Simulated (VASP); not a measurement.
Calculation: PBE GGA, VASP's PBE PAW potentials (set 64) (plane waves; VASP).

Input for VASP

### POSCAR
```
C
1
   -0.0000000000     1.7867216391     1.7867216391
    1.7867216391     0.0000000000     1.7867216391
    1.7867216391     1.7867216391     0.0000000000
C
2
Direct
  0.0000000000   0.0000000000   0.0000000000
  0.2500000000   0.2500000000   0.2500000000
```

File KPOINTS:
```
Automatic mesh
0
Gamma
11 11 11
0 0 0
```

### INCAR
```
! general
SYSTEM = C
PREC   = Accurate
ENCUT  = 520   ! plane-wave cut-off (eV)
LREAL  = F   ! projection in real space or not
LASPH  = T   ! aspherical one-centre terms

! electronic loop
EDIFF  = 1E-6   ! SCF stop (eV)
NELM   = 100
ALGO   = Normal

! smearing
ISMEAR = 0   ! Gaussian
SIGMA  = 0.05

! functional
GGA    = PE   ! PBE

! output
LWAVE  = F
LCHARG = T
```

POTCAR, in this order: C (PBE.64 set). Program: vasp_std.

Problem. What will the output report for the number of irreducible k-points (NKPTS), largest plane-wave count, number of space-group operations, FFT grid (NGX, NGY, NGZ)?

Solution. 
| Item | Result |
|---|---|
| number of irreducible k-points (NKPTS) | 56 |
| largest plane-wave count | 331 |
| number of space-group operations | 48 |
| FFT grid (NGX, NGY, NGZ) | 20 × 20 × 20 |

The compound is C in the diamond structure. It was relaxed first.
